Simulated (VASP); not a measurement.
Consider the following.

```yaml
crystal:
  lattice:
    - [2.83256, 0.00000, 0.00000]
    - [0.00000, 2.83256, 0.00000]
    - [0.00000, 0.00000, 2.83256]
  atoms:
    - { symbol: Al, position: [0.50000, 0.50000, 0.50000] }
    - { symbol: Ni, position: [0.00000, 0.00000, 0.00000] }
```

Method: revTPSS meta-GGA, VASP's PBE PAW potentials (set 64) (plane waves; VASP). Settings: 520 eV cut-off, 13×13×13 Γ-centred mesh, first-order Methfessel-Paxton smearing of 0.10 eV, potentials Al Ni.

Task: Give the stress tensor in GPa (positive for a compressed cell).

Result: 
```
5.27  0.00  0.00
0.00  5.27  0.00
0.00  0.00  5.27
```
The pressure is its mean diagonal, 5.27 GPa.

The compound is NiAl in the CsCl type structure. This cell is one point of a volume scan, at 0.97 of the reference volume. The run is not spin-polarised, so no magnetic state was tried. The electron count is odd and the run is not spin-polarised, which forces a metal.
